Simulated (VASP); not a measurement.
# K3Pd (Pm-3m) in VASP: a series of runs

The runs below take K3Pd through single point, with PBE.

All numbers are computed with VASP 6.6.1; they aren't measurements. Logs are shortened: lines on timing, memory, paths and dates and some standing lists are left out, and cuts for length are marked.

## (1) Starting point

Symmetry: Pm-3m, No. 221, cubic system. The conventional cell has a = 5.445 Å, b = 5.445 Å, c = 5.445 Å, α = 90.00°, β = 90.00°, γ = 90.00°. K (site symmetry 4/mmm) has 8 K at 3.85 Å and 4 Pd at 3.85 Å as nearest neighbours. Pd (site symmetry m-3m) has 12 K at 3.85 Å as nearest neighbours.

The cell comes from a database or a generator and needn't be the stable form of this composition.

## (2) Single point, PBE

Contents of INCAR:

```
SYSTEM = K3Pd
PREC = Accurate ; ENCUT = 520
EDIFF = 1E-6 ; ISMEAR = 0
SIGMA = 0.1 ; LREAL = .FALSE.
LASPH = .TRUE. ; NELM = 80
ALGO = Fast ; ISIF = 2
LWAVE = .FALSE. ; LCHARG = .FALSE.
GGA = PE ; NBANDS = 26
```

Contents of KPOINTS:

```
Automatic mesh
0
G
  4 4 4
  0 0 0
```

Contents of POSCAR:

```
K3Pd
1.0
    5.4450130000      0.0000000000      0.0000000000
    0.0000000000      5.4450130000      0.0000000000
    0.0000000000      0.0000000000      5.4450130000
K Pd
3 1
Direct
    0.5000000000      0.5000000000      0.0000000000
    0.5000000000      0.0000000000      0.5000000000
    0.0000000000      0.5000000000      0.5000000000
    0.0000000000      0.0000000000      0.0000000000
```

Potentials or basis: VASP PAW PBE potentials, release 64 (K_sv, Pd).

Started as:

```sh
cat potpaw_PBE.64/K_sv/POTCAR potpaw_PBE.64/Pd/POTCAR > POTCAR
mpirun -np 1 vasp_std > vasp.out
```

OUTCAR:

```text
SYSTEM = K3Pd
   PREC = Accurate
   ENCUT = 520
   EDIFF = 1E-6
   ISMEAR = 0
   LREAL = .FALSE.
   LASPH = .TRUE.
   NELM = 80
   ISIF = 2
   GGA = PE

 ion  position               nearest neighbor table
   1  0.500  0.500  0.000-
   2  0.500  0.000  0.500-
   3  0.000  0.500  0.500-
   4  0.000  0.000  0.000-

  LATTYP: Found a simple cubic cell.
 ALAT       =     5.4450130000

  Lattice vectors:

 A1 = (   5.4450130000,   0.0000000000,   0.0000000000)
 A2 = (   0.0000000000,   5.4450130000,   0.0000000000)
 A3 = (   0.0000000000,   0.0000000000,   5.4450130000)

Analysis of symmetry for initial positions (statically):
=====================================================================
 Subroutine PRICEL returns:
 Original cell was already a primitive cell.

 Routine SETGRP: Setting up the symmetry group for a
 simple cubic supercell.

 Subroutine GETGRP returns: Found 48 space group operations
 (whereof 48 operations were pure point group operations)
 out of a pool of 48 trial point group operations.

The static configuration has the point symmetry O_h .

Analysis of symmetry for dynamics (positions and initial velocities):
=====================================================================
 Subroutine PRICEL returns:
 Original cell was already a primitive cell.

 Routine SETGRP: Setting up the symmetry group for a
 simple cubic supercell.

 Subroutine GETGRP returns: Found 48 space group operations
 (whereof 48 operations were pure point group operations)
 out of a pool of 48 trial point group operations.

The dynamic configuration has the point symmetry O_h .

 Subroutine INISYM returns: Found 48 space group operations
 (whereof 48 operations are pure point group operations),
 and found     1 'primitive' translations

----------------------------------------------------------------------------------------

                                     Primitive cell

  volume of cell :     161.4347

  direct lattice vectors                    reciprocal lattice vectors
     5.445013000  0.000000000  0.000000000     0.183654291  0.000000000  0.000000000
     0.000000000  5.445013000  0.000000000     0.000000000  0.183654291  0.000000000
     0.000000000  0.000000000  5.445013000     0.000000000  0.000000000  0.183654291

  length of vectors
     5.445013000  5.445013000  5.445013000     0.183654291  0.183654291  0.183654291

  position of ions in fractional coordinates (direct lattice)
     0.500000000  0.500000000  0.000000000
     0.500000000  0.000000000  0.500000000
     0.000000000  0.500000000  0.500000000
     0.000000000  0.000000000  0.000000000

  ion indices of the primitive-cell ions
   primitive index   ion index
                 1           1
                 2           2
                 3           3
                 4           4

----------------------------------------------------------------------------------------

 KPOINTS: Automatic mesh

Automatic generation of k-mesh.
 Grid dimensions read from file:
 generate k-points for:    4    4    4

 Generating k-lattice:

  Cartesian coordinates                     Fractional coordinates (reciprocal lattice)
     0.045913573  0.000000000  0.000000000     0.250000000  0.000000000  0.000000000
     0.000000000  0.045913573  0.000000000     0.000000000  0.250000000  0.000000000
     0.000000000  0.000000000  0.045913573     0.000000000  0.000000000  0.250000000

  Length of vectors
     0.045913573  0.045913573  0.045913573

  Shift w.r.t. Gamma in fractional coordinates (k-lattice)
     0.000000000  0.000000000  0.000000000

 Subroutine IBZKPT returns following result:
 ===========================================

 Found     10 irreducible k-points:

 Following reciprocal coordinates:
            Coordinates               Weight
  0.000000  0.000000  0.000000      1.000000
  0.250000  0.000000  0.000000      6.000000
  0.500000  0.000000  0.000000      3.000000
  0.250000  0.250000  0.000000     12.000000
  0.500000  0.250000  0.000000     12.000000
  0.500000  0.500000  0.000000      3.000000
  0.250000  0.250000  0.250000      8.000000
  0.500000  0.250000  0.250000     12.000000
  0.500000  0.500000  0.250000      6.000000
  0.500000  0.500000  0.500000      1.000000
   k-points           NKPTS =     10   k-points in BZ     NKDIM =     10   number of bands    NBANDS=     26
   number of dos      NEDOS =    301   number of ions     NIONS =      4
   total plane-waves  NPLWV =  64000
   dimension x,y,z NGX =    40 NGY =   40 NGZ =   40
   dimension x,y,z NGXF=    80 NGYF=   80 NGZF=   80
   ions per type =               3   1
   NGX,Y,Z   is equivalent  to a cutoff of  12.21, 12.21, 12.21 a.u.
   NGXF,Y,Z  is equivalent  to a cutoff of  24.43, 24.43, 24.43 a.u.
 SYSTEM =  K3Pd
   PREC   = accura    normal or accurate (medium, high low for compatibility)
   ISTART =      0    job   : 0-new  1-cont  2-samecut
   ICHARG =      2    charge: 1-file 2-atom 10-const
   ISPIN  =      1    spin polarized calculation?
   LNONCOLLINEAR =      F non collinear calculations
   LSORBIT =      F    spin-orbit coupling
   LASPH  =      T    aspherical Exc in radial PAW
   ENCUT  =  520.0 eV  38.22 Ry    6.18 a.u.  10.12 10.12 10.12*2*pi/ulx,y,z
   NELM   =     80;   NELMIN=  2; NELMDL= -5     # of ELM steps
   EDIFF  = 0.1E-05   stopping-criterion for ELM
   LREAL  =      F    real-space projection
   EDIFFG = 0.1E-04   stopping-criterion for IOM
   NSW    =      0    number of steps for IOM
   IBRION =     -1    ionic relax: 0-MD 1-quasi-New 2-CG
   NFREE  =      0    steps in history (QN), initial steepest desc. (CG)
   ISIF   =      2    stress and relaxation
   ISYM   =      2    0-nonsym 1-usesym 2-fastsym
   POTIM  = 0.5000    time-step for ionic-motion
   TEBEG  =    0.0;   TEEND  =   0.0 temperature during run
   PSTRESS=    0.0 pullay stress
   NELECT =      37.0000    total number of electrons
   NUPDOWN=      -1.0000    fix difference up-down
   EMIN   =  10.00;   EMAX   =-10.00  energy-range for DOS
   EFERMI =   0.00;   METHOD = LEGACY
   ISMEAR =     0;   SIGMA  =   0.10  broadening in eV -4-tet -1-fermi 0-gaus
   EFERMI_NEDOS =   21; number of points for ismear=-14 and -15
   IALGO  =     68    algorithm
   IMIX   =      4    mixing-type and parameters
     AMIX     =   0.40;   BMIX     =  1.00
     AMIX_MAG =   1.60;   BMIX_MAG =  1.00
  volume/ion in A,a.u.               =      40.36       272.35
  Fermi-wavevector in a.u.,A,eV,Ry     =   1.001866  1.893253 13.656662  1.003736
  Thomas-Fermi vector in A             =   2.134316
   LORBIT       =      0    0 simple, 1 ext, 2 COOP (PROOUT), +10 PAW based schemes
   GGA     = PE    functional components
   LHFCALC =     F    Hartree Fock is set to
   AEXX    =    0.0000 exact exchange contribution
   IVDW    =     0    specifies the selected vdW correction
   LEPSILON=     F    determine dielectric tensor
   LRPA    =     F    only Hartree local field effects (RPA)
 non-spin polarized calculation
 RMM-DIIS sequential band-by-band and
 Gauss-broadening in eV      SIGMA  =   0.10
  energy-cutoff  :      520.00
  volume of cell :      161.43
 maximum number of plane-waves:      4385
   NGX = 21   NGY = 21   NGZ = 21

 number of electron      37.0000014 magnetization

 Free energy of the ion-electron system (eV)
  ---------------------------------------------------
  ext. energy  EPLUGINS =         0.00000000
  ---------------------------------------------------
  free energy    TOTEN  =        -7.58064520 eV

  energy without entropy =       -7.56868591  energy(sigma->0) =       -7.57466555

 E-fermi :   1.3098     XC(G=0):  -7.3634

 val. band max:        1.3048941414   @ k =   0.2500   0.0000   0.0000
 cond. band min:       1.3844646433   @ k =   0.2500   0.2500   0.0000
 fundamental gap:      0.0795705019
 Fermi energy:         1.3097851040

 k-point     1 :       0.0000    0.0000    0.0000
  band No.  band energies     occupation
      1     -30.5139      2.00000
      2     -30.4621      2.00000
      3     -30.4621      2.00000
      4     -14.1764      2.00000
      5     -14.1764      2.00000
      6     -14.1764      2.00000
[... 18 lines left out ...]
     25       4.6343      0.00000
     26       4.6343      0.00000

 k-point     2 :       0.2500    0.0000    0.0000
  band No.  band energies     occupation
      1     -30.5073      2.00000
      2     -30.4687      2.00000
      3     -30.4621      2.00000
      4     -14.1565      2.00000
      5     -14.1565      2.00000
      6     -14.1439      2.00000
[... 18 lines left out ...]
     25       4.7836      0.00000
     26       4.7925      0.00000

 k-point     3 :       0.5000    0.0000    0.0000
  band No.  band energies     occupation
      1     -30.4966      2.00000
      2     -30.4793      2.00000
      3     -30.4620      2.00000
      4     -14.1328      2.00000
      5     -14.1328      2.00000
      6     -14.0908      2.00000
[... 18 lines left out ...]
     25       4.9181      0.00000
     26       4.9491      0.00000

 k-point     4 :       0.2500    0.2500    0.0000
  band No.  band energies     occupation
      1     -30.5014      2.00000
      2     -30.4706      2.00000
      3     -30.4658      2.00000
      4     -14.1899      2.00000
      5     -14.1358      2.00000
      6     -14.0748      2.00000
[... 18 lines left out ...]
     25       5.0225      0.00000
     26       5.3352      0.00000
[... 90 lines left out ...]
      1     -30.4878      2.00000
      2     -30.4791      2.00000
      3     -30.4705      2.00000
      4     -14.2637      2.00000
      5     -14.0370      2.00000
      6     -14.0335      2.00000
[... 18 lines left out ...]
     25       4.6517      0.00000
     26       5.6817      0.00000

 k-point     9 :       0.5000    0.5000    0.2500
  band No.  band energies     occupation
      1     -30.4791      2.00000
      2     -30.4791      2.00000
      3     -30.4791      2.00000
      4     -14.3031      2.00000
      5     -14.0672      2.00000
      6     -14.0278      2.00000
[... 18 lines left out ...]
     25       3.9978      0.00000
     26       6.0030      0.00000

 k-point    10 :       0.5000    0.5000    0.5000
  band No.  band energies     occupation
      1     -30.4790      2.00000
      2     -30.4790      2.00000
      3     -30.4790      2.00000
      4     -14.3530      2.00000
      5     -14.0660      2.00000
      6     -14.0660      2.00000
[... 18 lines left out ...]
     25       2.9750      0.00000
     26       6.2844      0.00000

------------------------ aborting loop because EDIFF is reached ----------------------------------------

  FORCE on cell =-STRESS in cart. coord.  units (eV):
  Direction    XX          YY          ZZ          XY          YZ          ZX
  --------------------------------------------------------------------------------------
  -------------------------------------------------------------------------------------
  Total       -0.1175743     -0.1175743     -0.1175743      0.0000000     -0.0000000     -0.0000000
  in kB       -1.1668804     -1.1668804     -1.1668804      0.0000000     -0.0000000     -0.0000000
  external PRESSURE =      -1.1668804 kB  Pullay stress =       0.0000000 kB

 VOLUME and BASIS-vectors are now :
 -----------------------------------------------------------------------------
  energy-cutoff  :      520.00
  volume of cell :      161.43
      direct lattice vectors                 reciprocal lattice vectors
     5.445013000  0.000000000  0.000000000     0.183654291  0.000000000  0.000000000
     0.000000000  5.445013000  0.000000000     0.000000000  0.183654291  0.000000000
     0.000000000  0.000000000  5.445013000     0.000000000  0.000000000  0.183654291

 POSITION                                       TOTAL-FORCE (eV/Angst)
 -----------------------------------------------------------------------------------
      2.72251      2.72251      0.00000         0.000000      0.000000      0.000000
      2.72251      0.00000      2.72251         0.000000      0.000000      0.000000
      0.00000      2.72251      2.72251         0.000000      0.000000      0.000000
      0.00000      0.00000      0.00000         0.000000      0.000000      0.000000
 -----------------------------------------------------------------------------------
    total drift:                                0.000000      0.000000     -0.000000

  FREE ENERGIE OF THE ION-ELECTRON SYSTEM (eV)
  ---------------------------------------------------
  free  energy   TOTEN  =        -7.5806452026 eV

  energy  without entropy=       -7.5686859051  energy(sigma->0) =       -7.57466555
```

Run time: 53 s. Hardware: 1 thread of Intel Xeon Platinum 8488C (Sapphire Rapids), shared host; peak memory 0.25 GiB.

Results:

```
Free energy            : -7.5806 eV
Pressure               : -0.1 GPa
Band gap on the k mesh : none (metal or under the smearing width)
```

[end of part 1 of 2]
